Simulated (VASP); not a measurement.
Here is a VASP 6.6.1 calculation.

Contents of INCAR:

```
PREC = Accurate
ENCUT = 520
EDIFF = 1E-7
ISMEAR = -1
SIGMA = 0.1
LREAL = F
LASPH = T
NELM = 80
ALGO = Normal
ISIF = 2
LWAVE = F
LCHARG = F
GGA = PE
IVDW = 12
NBANDS = 23
```

Contents of KPOINTS:

```
Automatic mesh
0
Gamma
  3 3 3
```

The input POSCAR:

```
MgIBr3
1.0
    5.6324970000      0.0000000000      0.0000000000
    0.0000000000      5.6324970000      0.0000000000
    0.0000000000      0.0000000000      5.6324970000
Mg I Br
1 1 3
Direct
    0.0000000000      0.0000000000      0.0000000000
    0.5000000000      0.5000000000      0.5000000000
    0.0000000000      0.5000000000      0.5000000000
    0.5000000000      0.0000000000      0.5000000000
    0.5000000000      0.5000000000      0.0000000000
```

Potentials or basis: VASP PAW PBE potentials, release 64 (Mg, I, Br).

Launch:

```console
$ cat potpaw_PBE.64/Mg/POTCAR potpaw_PBE.64/I/POTCAR potpaw_PBE.64/Br/POTCAR > POTCAR
$ mpirun -np 1 vasp_std > vasp.out
```

Task: Predict the band gap on the k mesh.

Result: None (metal or under the smearing width).

Task: What does it give for the dispersion energy per atom?

Result: -0.271 eV.

Task: What does it give for the pressure?

Result: 2.6 GPa.

Caveat: the k mesh is coarse (spacing up to 0.37 Å⁻¹), so the values aren't converged; pairwise dispersion overbinds metals, which lowers pressure and volume. The run has no spin-orbit coupling, so splittings on I are missing.
